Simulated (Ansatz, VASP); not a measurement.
# Sn in two plane-wave programs, part 2 of 4

Aim: how closely do two programs agree when they are given the same cell, functional and k mesh? The structure shown is the start of the Ansatz relaxation below; VASP solves that cell, so the two are compared at the walk's first step.

VASP 6.6.1 and Ansatz 0.2.0.

So far: Set-up; Ansatz: relaxation, LDA.

### 3. VASP: single point, LDA, start cell, pair 1

Level of this step: LDA; plane waves and PAW (Sn_d) (VASP).

The same cell, functional (in two slightly different forms), mesh and smearing now go to VASP, with its own data sets.

Lines of VASP's logs that name or quote its potential files are left out, and so is its time.

Input file INCAR:

```
SYSTEM = Sn
PREC = Accurate
ENCUT = 400
EDIFF = 1E-06
NELM = 120
ISMEAR = 0
SIGMA = 0.015
LREAL = .FALSE.
ALGO = Normal
GGA = CA
NBANDS = 20
LORBIT = 11
LWAVE = .FALSE.
LCHARG = .FALSE.
ISIF = 2
ISYM = 2
LASPH = .TRUE.
GGA_COMPAT = .FALSE.
KPAR = 2
```

Input file POSCAR:

```
Sn
1.0
   -0.0680930000      3.1747130000      3.2816700000
    3.1747130000     -0.0680930000      3.2816700000
    3.1066200000      3.1066200000      0.0000000000
Sn
2
Direct
    0.4972168134      0.4972168134      0.5025411229
    0.7527830342      0.7527830342      0.7474587076
```

Input file KPOINTS:

```
Points of the shifted mesh
1728
Reciprocal
 0.0416666667  0.0416666667  0.0416666667 1
 0.0416666667  0.0416666667  0.1250000000 1
 0.0416666667  0.0416666667  0.2083333333 1
 0.0416666667  0.0416666667  0.2916666667 1
 0.0416666667  0.0416666667  0.3750000000 1
 0.0416666667  0.0416666667  0.4583333333 1
 0.0416666667  0.0416666667  0.5416666667 1
 0.0416666667  0.0416666667  0.6250000000 1
 0.0416666667  0.0416666667  0.7083333333 1
 0.0416666667  0.0416666667  0.7916666667 1
 0.0416666667  0.0416666667  0.8750000000 1
 0.0416666667  0.0416666667  0.9583333333 1
 0.0416666667  0.1250000000  0.0416666667 1
 0.0416666667  0.1250000000  0.1250000000 1
 0.0416666667  0.1250000000  0.2083333333 1
 0.0416666667  0.1250000000  0.2916666667 1
 0.0416666667  0.1250000000  0.3750000000 1
 0.0416666667  0.1250000000  0.4583333333 1
 0.0416666667  0.1250000000  0.5416666667 1
 0.0416666667  0.1250000000  0.6250000000 1
 0.0416666667  0.1250000000  0.7083333333 1
 0.0416666667  0.1250000000  0.7916666667 1
 0.0416666667  0.1250000000  0.8750000000 1
 0.0416666667  0.1250000000  0.9583333333 1
 0.0416666667  0.2083333333  0.0416666667 1
 0.0416666667  0.2083333333  0.1250000000 1
 0.0416666667  0.2083333333  0.2083333333 1
 0.0416666667  0.2083333333  0.2916666667 1
 0.0416666667  0.2083333333  0.3750000000 1
 0.0416666667  0.2083333333  0.4583333333 1
 0.0416666667  0.2083333333  0.5416666667 1
 0.0416666667  0.2083333333  0.6250000000 1
 0.0416666667  0.2083333333  0.7083333333 1
 0.0416666667  0.2083333333  0.7916666667 1
 0.0416666667  0.2083333333  0.8750000000 1
 0.0416666667  0.2083333333  0.9583333333 1
 0.0416666667  0.2916666667  0.0416666667 1
 0.0416666667  0.2916666667  0.1250000000 1
 0.0416666667  0.2916666667  0.2083333333 1
 0.0416666667  0.2916666667  0.2916666667 1
 0.0416666667  0.2916666667  0.3750000000 1
 0.0416666667  0.2916666667  0.4583333333 1
 0.0416666667  0.2916666667  0.5416666667 1
 0.0416666667  0.2916666667  0.6250000000 1
 0.0416666667  0.2916666667  0.7083333333 1
 0.0416666667  0.2916666667  0.7916666667 1
 0.0416666667  0.2916666667  0.8750000000 1
 0.0416666667  0.2916666667  0.9583333333 1
 0.0416666667  0.3750000000  0.0416666667 1
 0.0416666667  0.3750000000  0.1250000000 1
 0.0416666667  0.3750000000  0.2083333333 1
 0.0416666667  0.3750000000  0.2916666667 1
 0.0416666667  0.3750000000  0.3750000000 1
 0.0416666667  0.3750000000  0.4583333333 1
 0.0416666667  0.3750000000  0.5416666667 1
 0.0416666667  0.3750000000  0.6250000000 1
 0.0416666667  0.3750000000  0.7083333333 1
 0.0416666667  0.3750000000  0.7916666667 1
 0.0416666667  0.3750000000  0.8750000000 1
 0.0416666667  0.3750000000  0.9583333333 1
 0.0416666667  0.4583333333  0.0416666667 1
 0.0416666667  0.4583333333  0.1250000000 1
 0.0416666667  0.4583333333  0.2083333333 1
 0.0416666667  0.4583333333  0.2916666667 1
 0.0416666667  0.4583333333  0.3750000000 1
 0.0416666667  0.4583333333  0.4583333333 1
 0.0416666667  0.4583333333  0.5416666667 1
 0.0416666667  0.4583333333  0.6250000000 1
 0.0416666667  0.4583333333  0.7083333333 1
 0.0416666667  0.4583333333  0.7916666667 1
 0.0416666667  0.4583333333  0.8750000000 1
 0.0416666667  0.4583333333  0.9583333333 1
 0.0416666667  0.5416666667  0.0416666667 1
 0.0416666667  0.5416666667  0.1250000000 1
 0.0416666667  0.5416666667  0.2083333333 1
 0.0416666667  0.5416666667  0.2916666667 1
 0.0416666667  0.5416666667  0.3750000000 1
 0.0416666667  0.5416666667  0.4583333333 1
 0.0416666667  0.5416666667  0.5416666667 1
 0.0416666667  0.5416666667  0.6250000000 1
 0.0416666667  0.5416666667  0.7083333333 1
 0.0416666667  0.5416666667  0.7916666667 1
 0.0416666667  0.5416666667  0.8750000000 1
 0.0416666667  0.5416666667  0.9583333333 1
 0.0416666667  0.6250000000  0.0416666667 1
 0.0416666667  0.6250000000  0.1250000000 1
 0.0416666667  0.6250000000  0.2083333333 1
 0.0416666667  0.6250000000  0.2916666667 1
 0.0416666667  0.6250000000  0.3750000000 1
 0.0416666667  0.6250000000  0.4583333333 1
 0.0416666667  0.6250000000  0.5416666667 1
 0.0416666667  0.6250000000  0.6250000000 1
 0.0416666667  0.6250000000  0.7083333333 1
 0.0416666667  0.6250000000  0.7916666667 1
 0.0416666667  0.6250000000  0.8750000000 1
 0.0416666667  0.6250000000  0.9583333333 1
 0.0416666667  0.7083333333  0.0416666667 1
 0.0416666667  0.7083333333  0.1250000000 1
 0.0416666667  0.7083333333  0.2083333333 1
 0.0416666667  0.7083333333  0.2916666667 1
 0.0416666667  0.7083333333  0.3750000000 1
 0.0416666667  0.7083333333  0.4583333333 1
 0.0416666667  0.7083333333  0.5416666667 1
 0.0416666667  0.7083333333  0.6250000000 1
 0.0416666667  0.7083333333  0.7083333333 1
 0.0416666667  0.7083333333  0.7916666667 1
 0.0416666667  0.7083333333  0.8750000000 1
 0.0416666667  0.7083333333  0.9583333333 1
 0.0416666667  0.7916666667  0.0416666667 1
 0.0416666667  0.7916666667  0.1250000000 1
 0.0416666667  0.7916666667  0.2083333333 1
 0.0416666667  0.7916666667  0.2916666667 1
[... 1390 lines left out ...]
 0.8750000000  0.4583333333  0.1250000000 1
 0.8750000000  0.4583333333  0.2083333333 1
 0.8750000000  0.4583333333  0.2916666667 1
 0.8750000000  0.4583333333  0.3750000000 1
 0.8750000000  0.4583333333  0.4583333333 1
 0.8750000000  0.4583333333  0.5416666667 1
 0.8750000000  0.4583333333  0.6250000000 1
 0.8750000000  0.4583333333  0.7083333333 1
 0.8750000000  0.4583333333  0.7916666667 1
 0.8750000000  0.4583333333  0.8750000000 1
 0.8750000000  0.4583333333  0.9583333333 1
 0.8750000000  0.5416666667  0.0416666667 1
 0.8750000000  0.5416666667  0.1250000000 1
 0.8750000000  0.5416666667  0.2083333333 1
 0.8750000000  0.5416666667  0.2916666667 1
 0.8750000000  0.5416666667  0.3750000000 1
 0.8750000000  0.5416666667  0.4583333333 1
 0.8750000000  0.5416666667  0.5416666667 1
 0.8750000000  0.5416666667  0.6250000000 1
 0.8750000000  0.5416666667  0.7083333333 1
 0.8750000000  0.5416666667  0.7916666667 1
 0.8750000000  0.5416666667  0.8750000000 1
 0.8750000000  0.5416666667  0.9583333333 1
 0.8750000000  0.6250000000  0.0416666667 1
 0.8750000000  0.6250000000  0.1250000000 1
 0.8750000000  0.6250000000  0.2083333333 1
 0.8750000000  0.6250000000  0.2916666667 1
 0.8750000000  0.6250000000  0.3750000000 1
 0.8750000000  0.6250000000  0.4583333333 1
 0.8750000000  0.6250000000  0.5416666667 1
 0.8750000000  0.6250000000  0.6250000000 1
 0.8750000000  0.6250000000  0.7083333333 1
 0.8750000000  0.6250000000  0.7916666667 1
 0.8750000000  0.6250000000  0.8750000000 1
 0.8750000000  0.6250000000  0.9583333333 1
 0.8750000000  0.7083333333  0.0416666667 1
 0.8750000000  0.7083333333  0.1250000000 1
 0.8750000000  0.7083333333  0.2083333333 1
 0.8750000000  0.7083333333  0.2916666667 1
 0.8750000000  0.7083333333  0.3750000000 1
 0.8750000000  0.7083333333  0.4583333333 1
 0.8750000000  0.7083333333  0.5416666667 1
 0.8750000000  0.7083333333  0.6250000000 1
 0.8750000000  0.7083333333  0.7083333333 1
 0.8750000000  0.7083333333  0.7916666667 1
 0.8750000000  0.7083333333  0.8750000000 1
 0.8750000000  0.7083333333  0.9583333333 1
 0.8750000000  0.7916666667  0.0416666667 1
 0.8750000000  0.7916666667  0.1250000000 1
 0.8750000000  0.7916666667  0.2083333333 1
 0.8750000000  0.7916666667  0.2916666667 1
 0.8750000000  0.7916666667  0.3750000000 1
 0.8750000000  0.7916666667  0.4583333333 1
 0.8750000000  0.7916666667  0.5416666667 1
 0.8750000000  0.7916666667  0.6250000000 1
 0.8750000000  0.7916666667  0.7083333333 1
 0.8750000000  0.7916666667  0.7916666667 1
 0.8750000000  0.7916666667  0.8750000000 1
 0.8750000000  0.7916666667  0.9583333333 1
 0.8750000000  0.8750000000  0.0416666667 1
 0.8750000000  0.8750000000  0.1250000000 1
 0.8750000000  0.8750000000  0.2083333333 1
 0.8750000000  0.8750000000  0.2916666667 1
 0.8750000000  0.8750000000  0.3750000000 1
 0.8750000000  0.8750000000  0.4583333333 1
 0.8750000000  0.8750000000  0.5416666667 1
 0.8750000000  0.8750000000  0.6250000000 1
 0.8750000000  0.8750000000  0.7083333333 1
 0.8750000000  0.8750000000  0.7916666667 1
 0.8750000000  0.8750000000  0.8750000000 1
 0.8750000000  0.8750000000  0.9583333333 1
 0.8750000000  0.9583333333  0.0416666667 1
 0.8750000000  0.9583333333  0.1250000000 1
 0.8750000000  0.9583333333  0.2083333333 1
 0.8750000000  0.9583333333  0.2916666667 1
 0.8750000000  0.9583333333  0.3750000000 1
 0.8750000000  0.9583333333  0.4583333333 1
 0.8750000000  0.9583333333  0.5416666667 1
 0.8750000000  0.9583333333  0.6250000000 1
 0.8750000000  0.9583333333  0.7083333333 1
 0.8750000000  0.9583333333  0.7916666667 1
 0.8750000000  0.9583333333  0.8750000000 1
 0.8750000000  0.9583333333  0.9583333333 1
 0.9583333333  0.0416666667  0.0416666667 1
 0.9583333333  0.0416666667  0.1250000000 1
 0.9583333333  0.0416666667  0.2083333333 1
 0.9583333333  0.0416666667  0.2916666667 1
 0.9583333333  0.0416666667  0.3750000000 1
 0.9583333333  0.0416666667  0.4583333333 1
 0.9583333333  0.0416666667  0.5416666667 1
 0.9583333333  0.0416666667  0.6250000000 1
 0.9583333333  0.0416666667  0.7083333333 1
 0.9583333333  0.0416666667  0.7916666667 1
 0.9583333333  0.0416666667  0.8750000000 1
 0.9583333333  0.0416666667  0.9583333333 1
 0.9583333333  0.1250000000  0.0416666667 1
 0.9583333333  0.1250000000  0.1250000000 1
 0.9583333333  0.1250000000  0.2083333333 1
 0.9583333333  0.1250000000  0.2916666667 1
 0.9583333333  0.1250000000  0.3750000000 1
 0.9583333333  0.1250000000  0.4583333333 1
 0.9583333333  0.1250000000  0.5416666667 1
 0.9583333333  0.1250000000  0.6250000000 1
 0.9583333333  0.1250000000  0.7083333333 1
 0.9583333333  0.1250000000  0.7916666667 1
 0.9583333333  0.1250000000  0.8750000000 1
 0.9583333333  0.1250000000  0.9583333333 1
 0.9583333333  0.2083333333  0.0416666667 1
 0.9583333333  0.2083333333  0.1250000000 1
 0.9583333333  0.2083333333  0.2083333333 1
 0.9583333333  0.2083333333  0.2916666667 1
 0.9583333333  0.2083333333  0.3750000000 1
 0.9583333333  0.2083333333  0.4583333333 1
 0.9583333333  0.2083333333  0.5416666667 1
 0.9583333333  0.2083333333  0.6250000000 1
 0.9583333333  0.2083333333  0.7083333333 1
 0.9583333333  0.2083333333  0.7916666667 1
 0.9583333333  0.2083333333  0.8750000000 1
 0.9583333333  0.2083333333  0.9583333333 1
 0.9583333333  0.2916666667  0.0416666667 1
 0.9583333333  0.2916666667  0.1250000000 1
 0.9583333333  0.2916666667  0.2083333333 1
 0.9583333333  0.2916666667  0.2916666667 1
 0.9583333333  0.2916666667  0.3750000000 1
 0.9583333333  0.2916666667  0.4583333333 1
 0.9583333333  0.2916666667  0.5416666667 1
 0.9583333333  0.2916666667  0.6250000000 1
 0.9583333333  0.2916666667  0.7083333333 1
 0.9583333333  0.2916666667  0.7916666667 1
 0.9583333333  0.2916666667  0.8750000000 1
 0.9583333333  0.2916666667  0.9583333333 1
 0.9583333333  0.3750000000  0.0416666667 1
 0.9583333333  0.3750000000  0.1250000000 1
 0.9583333333  0.3750000000  0.2083333333 1
 0.9583333333  0.3750000000  0.2916666667 1
 0.9583333333  0.3750000000  0.3750000000 1
 0.9583333333  0.3750000000  0.4583333333 1
 0.9583333333  0.3750000000  0.5416666667 1
 0.9583333333  0.3750000000  0.6250000000 1
 0.9583333333  0.3750000000  0.7083333333 1
 0.9583333333  0.3750000000  0.7916666667 1
 0.9583333333  0.3750000000  0.8750000000 1
 0.9583333333  0.3750000000  0.9583333333 1
 0.9583333333  0.4583333333  0.0416666667 1
 0.9583333333  0.4583333333  0.1250000000 1
 0.9583333333  0.4583333333  0.2083333333 1
 0.9583333333  0.4583333333  0.2916666667 1
 0.9583333333  0.4583333333  0.3750000000 1
 0.9583333333  0.4583333333  0.4583333333 1
 0.9583333333  0.4583333333  0.5416666667 1
 0.9583333333  0.4583333333  0.6250000000 1
 0.9583333333  0.4583333333  0.7083333333 1
 0.9583333333  0.4583333333  0.7916666667 1
 0.9583333333  0.4583333333  0.8750000000 1
 0.9583333333  0.4583333333  0.9583333333 1
 0.9583333333  0.5416666667  0.0416666667 1
 0.9583333333  0.5416666667  0.1250000000 1
 0.9583333333  0.5416666667  0.2083333333 1
 0.9583333333  0.5416666667  0.2916666667 1
 0.9583333333  0.5416666667  0.3750000000 1
 0.9583333333  0.5416666667  0.4583333333 1
 0.9583333333  0.5416666667  0.5416666667 1
 0.9583333333  0.5416666667  0.6250000000 1
 0.9583333333  0.5416666667  0.7083333333 1
 0.9583333333  0.5416666667  0.7916666667 1
 0.9583333333  0.5416666667  0.8750000000 1
 0.9583333333  0.5416666667  0.9583333333 1
 0.9583333333  0.6250000000  0.0416666667 1
 0.9583333333  0.6250000000  0.1250000000 1
 0.9583333333  0.6250000000  0.2083333333 1
 0.9583333333  0.6250000000  0.2916666667 1
 0.9583333333  0.6250000000  0.3750000000 1
 0.9583333333  0.6250000000  0.4583333333 1
 0.9583333333  0.6250000000  0.5416666667 1
 0.9583333333  0.6250000000  0.6250000000 1
 0.9583333333  0.6250000000  0.7083333333 1
 0.9583333333  0.6250000000  0.7916666667 1
 0.9583333333  0.6250000000  0.8750000000 1
 0.9583333333  0.6250000000  0.9583333333 1
 0.9583333333  0.7083333333  0.0416666667 1
 0.9583333333  0.7083333333  0.1250000000 1
 0.9583333333  0.7083333333  0.2083333333 1
 0.9583333333  0.7083333333  0.2916666667 1
 0.9583333333  0.7083333333  0.3750000000 1
 0.9583333333  0.7083333333  0.4583333333 1
 0.9583333333  0.7083333333  0.5416666667 1
 0.9583333333  0.7083333333  0.6250000000 1
 0.9583333333  0.7083333333  0.7083333333 1
 0.9583333333  0.7083333333  0.7916666667 1
 0.9583333333  0.7083333333  0.8750000000 1
 0.9583333333  0.7083333333  0.9583333333 1
 0.9583333333  0.7916666667  0.0416666667 1
 0.9583333333  0.7916666667  0.1250000000 1
 0.9583333333  0.7916666667  0.2083333333 1
 0.9583333333  0.7916666667  0.2916666667 1
 0.9583333333  0.7916666667  0.3750000000 1
 0.9583333333  0.7916666667  0.4583333333 1
 0.9583333333  0.7916666667  0.5416666667 1
 0.9583333333  0.7916666667  0.6250000000 1
 0.9583333333  0.7916666667  0.7083333333 1
 0.9583333333  0.7916666667  0.7916666667 1
 0.9583333333  0.7916666667  0.8750000000 1
 0.9583333333  0.7916666667  0.9583333333 1
 0.9583333333  0.8750000000  0.0416666667 1
 0.9583333333  0.8750000000  0.1250000000 1
 0.9583333333  0.8750000000  0.2083333333 1
 0.9583333333  0.8750000000  0.2916666667 1
 0.9583333333  0.8750000000  0.3750000000 1
 0.9583333333  0.8750000000  0.4583333333 1
 0.9583333333  0.8750000000  0.5416666667 1
 0.9583333333  0.8750000000  0.6250000000 1
 0.9583333333  0.8750000000  0.7083333333 1
 0.9583333333  0.8750000000  0.7916666667 1
 0.9583333333  0.8750000000  0.8750000000 1
 0.9583333333  0.8750000000  0.9583333333 1
 0.9583333333  0.9583333333  0.0416666667 1
 0.9583333333  0.9583333333  0.1250000000 1
 0.9583333333  0.9583333333  0.2083333333 1
 0.9583333333  0.9583333333  0.2916666667 1
 0.9583333333  0.9583333333  0.3750000000 1
 0.9583333333  0.9583333333  0.4583333333 1
 0.9583333333  0.9583333333  0.5416666667 1
 0.9583333333  0.9583333333  0.6250000000 1
 0.9583333333  0.9583333333  0.7083333333 1
 0.9583333333  0.9583333333  0.7916666667 1
 0.9583333333  0.9583333333  0.8750000000 1
 0.9583333333  0.9583333333  0.9583333333 1
```

Potentials, in the order of the species: Sn_d (LDA family, release 64).

The run is started by

```console
$ mpirun -np 2 vasp_std
```

The log of the run:

```text
[banner, memory and clock lines left out]
running    2 mpi-ranks, on    1 nodes
 distrk:  each k-point on    1 cores,    2 groups
 distr:  one band on    1 cores,    1 groups

 POSCAR found type information on POSCAR Sn
 POSCAR found :  1 types and       2 ions
 LDA part: xc-table for (Slater(with rela. corr.)+CA(PZ))
 , standard interpolation
 POSCAR, INCAR and KPOINTS ok, starting setup
 FFT: planning ... GRIDC
 FFT: planning ... GRID_SOFT
 FFT: planning ... GRID
 WAVECAR not read
 entering main loop
       N       E                     dE             d eps       ncg     rms          rms(c)
DAV:   1     0.209308731400E+03    0.20931E+03   -0.13293E+04 69748   0.179E+03
DAV:   2     0.130073919004E+02   -0.19630E+03   -0.19276E+03 69496   0.406E+02
DAV:   3    -0.837267299260E+01   -0.21380E+02   -0.21267E+02 79400   0.136E+02
DAV:   4    -0.903441904478E+01   -0.66175E+00   -0.66145E+00 78168   0.276E+01
DAV:   5    -0.905638702786E+01   -0.21968E-01   -0.21967E-01 92944   0.481E+00    0.346E+00
DAV:   6    -0.896319987332E+01    0.93187E-01   -0.44882E-02 84916   0.227E+00    0.195E+00
DAV:   7    -0.891780192267E+01    0.45398E-01   -0.69062E-02 72036   0.235E+00    0.153E-01
DAV:   8    -0.891839131102E+01   -0.58939E-03   -0.61686E-03 79828   0.884E-01    0.536E-02
DAV:   9    -0.891846393229E+01   -0.72621E-04   -0.22533E-04 88944   0.114E-01    0.204E-02
DAV:  10    -0.891846741129E+01   -0.34790E-05   -0.18544E-05 81892   0.449E-02    0.369E-03
DAV:  11    -0.891846757160E+01   -0.16031E-06   -0.16502E-06 62596   0.920E-03
   1 F= -.89184676E+01 E0= -.89184527E+01  d E =-.298394E-04
```

OUTCAR, selected parts (step 3):

```text
ion  position               nearest neighbor table
   1  0.497  0.497  0.503-   2 2.76   2 2.77   2 2.80   2 2.80
   2  0.753  0.753  0.747-   1 2.76   1 2.77   1 2.80   1 2.80

  LATTYP: Found a body centered orthorhombic cell.
 ALAT       =     4.3934241371
 B/A-ratio  =     1.0438373538
 C/A-ratio  =     1.4939008380

 Subroutine GETGRP returns: Found  4 space group operations
 (whereof  2 operations were pure point group operations)

The static configuration has the point symmetry C_1h.
 The point group associated with its full space group is C_2h.

   k-points           NKPTS =   1728   k-points in BZ     NKDIM =   1728   number of bands    NBANDS=     20

   dimension x,y,z NGX =    30 NGY =   30 NGZ =   30
   dimension x,y,z NGXF=    60 NGYF=   60 NGZF=   60

   ENCUT  =  400.0 eV  29.40 Ry    5.42 a.u.   7.45  7.45  7.16*2*pi/ulx,y,z

   NELECT =      28.0000    total number of electrons

 k-points in reciprocal lattice and weights: Points of the shifted mesh
   0.04166667  0.04166667  0.04166667       0.001
   0.04166667  0.04166667  0.12500000       0.001
   0.04166667  0.04166667  0.20833333       0.001
   0.04166667  0.04166667  0.29166667       0.001
   0.04166667  0.04166667  0.37500000       0.001
   0.04166667  0.04166667  0.45833333       0.001
   0.04166667  0.04166667  0.54166667       0.001
   0.04166667  0.04166667  0.62500000       0.001
   0.04166667  0.04166667  0.70833333       0.001
[...]
0.95833333  0.95833333  0.87500000       0.001
   0.95833333  0.95833333  0.95833333       0.001

 average (electrostatic) potential at core
       1-101.0821       2-101.0821

 E-fermi :   5.7444

 k-point     1 :       0.0417    0.0417    0.0417
  band No.  band energies     occupation
    ...
     10     -15.5198      2.00000
     11      -5.1292      2.00000
     12       4.8082      2.00000
     13       5.6823      2.00000
     14       5.6934      2.00000
     15       6.1181      0.00000
     16       7.7239      0.00000
     17       8.0328      0.00000
     18       8.1195      0.00000
     19      10.7449      0.00000
    ...

 k-point     2 :       0.0417    0.0417    0.1250
  band No.  band energies     occupation
    ...
     10     -15.5216      2.00000
     11      -5.0294      2.00000
     12       4.0103      2.00000
     13       5.2831      2.00000
     14       5.6254      2.00000
     15       6.3254      0.00000
     16       7.8294      0.00000
     17       8.0093      0.00000
     18       8.8609      0.00000
     19      11.3076      0.00000
    ...

 k-point     3 :       0.0417    0.0417    0.2083
  band No.  band energies     occupation
    ...
     10     -15.5160      2.00000
     11      -4.7888      2.00000
     12       2.7357      2.00000
     13       4.9215      2.00000
     14       5.3526      2.00000
     15       6.2375      0.00000
     16       8.2193      0.00000
     17       8.4062      0.00000
     18       9.6813      0.00000
     19      11.9948      0.00000
    ...

  Total        0.6613228      0.6613228      0.1740839      0.6625171     -0.0201279     -0.0201280
  in kB       16.0247067     16.0247067      4.2182768     16.0536454     -0.4877253     -0.4877269
  external PRESSURE =      12.0892301 kB  Pullay stress =       0.0000000 kB

  energy-cutoff  :      400.00
  volume of cell :       66.12
      direct lattice vectors                 reciprocal lattice vectors
    -0.068093000  3.174713000  3.281670000    -0.154187454  0.154187454  0.152361450
     3.174713000 -0.068093000  3.281670000     0.154187454 -0.154187454  0.152361450
     3.106620000  3.106620000  0.000000000     0.160946624  0.160946624 -0.152361450

 POSITION                                       TOTAL-FORCE (eV/Angst)
 -----------------------------------------------------------------------------------
      3.10587      3.10587      3.26340         0.001687      0.001687     -0.103948
      4.66068      4.66068      4.94077        -0.001687     -0.001687      0.103948
 -----------------------------------------------------------------------------------
    total drift:                               -0.000000     -0.000000      0.000000

  FREE ENERGIE OF THE ION-ELECTRON SYSTEM (eV)
  ---------------------------------------------------
  free  energy   TOTEN  =        -8.9184675716 eV

  energy  without entropy=       -8.9184377322  energy(sigma->0) =       -8.91845265

 total charge
# of ion       s       p       d       tot
------------------------------------------
    1        1.174   1.250   9.971  12.395
    2        1.174   1.250   9.971  12.395
--------------------------------------------------
tot          2.348   2.500  19.942  24.791

[... 3 further parts left out ...]
```

The run ends at a pressure of 1.21 GPa, with forces up to 0.10 eV/Å.

[end of part 2 of 4]

[Lines on the potential files, build, host, timing and source positions are cut from VASP's logs without a mark.]

[Logs are printed without paths, hosts, clocks, repeated set-up lines and the standing remarks that a program may print on its own settings, such as how far it seeks lower states.]

[Hosts, paths, dates, database ids (printed as entryN), source tags and the programs' standing remarks are cut or masked in the printed files.]
